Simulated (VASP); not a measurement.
## Ga3InN4 (ordered alloy cell): computed properties

The numbers are results of PBEsol GGA, VASP's PBE PAW potentials (set 64) (plane waves; VASP), not measurements.

```json
{
  "space_group": "P3m1 (156)",
  "cell": "a = 3.264 Å, b = 3.264 Å, c = 10.707 Å, α = 90.00°, β = 90.00°, γ = 120.00°",
  "volume_per_atom": "12.35 Å³/atom",
  "band gap (over mesh and band path)": "0.68 eV",
  "smallest direct gap (over mesh and band path)": "0.68 eV",
  "band_edge_character": "direct, Γ to Γ",
  "density": "6.39 g/cm³"
}
```

Space group P3m1 (No. 156); a = b = 3.264 Å, c = 10.707 Å, α = β = 90.00°, γ = 120.00°

```csv
atom,site,symmetry,x,y,z
In,1a,3m.,0.0000,0.0000,0.2515
Ga,1c,3m.,0.6667,0.3333,0.9902
Ga,1a,3m.,0.0000,0.0000,0.7510
Ga,1c,3m.,0.6667,0.3333,0.5115
N,1a,3m.,0.0000,0.0000,0.4541
N,1c,3m.,0.6667,0.3333,0.1696
N,1a,3m.,0.0000,0.0000,0.9328
N,1c,3m.,0.6667,0.3333,0.6934
```

Unless said otherwise, spin-orbit coupling is left out, though it shifts the bands of the heavy elements here.

The structure was generated: Ga3InN4 was put into an ordered model structure (P3m1), which need not be its known phase. It was relaxed first. Symmetry was kept, so distortions that lower it aren't found.
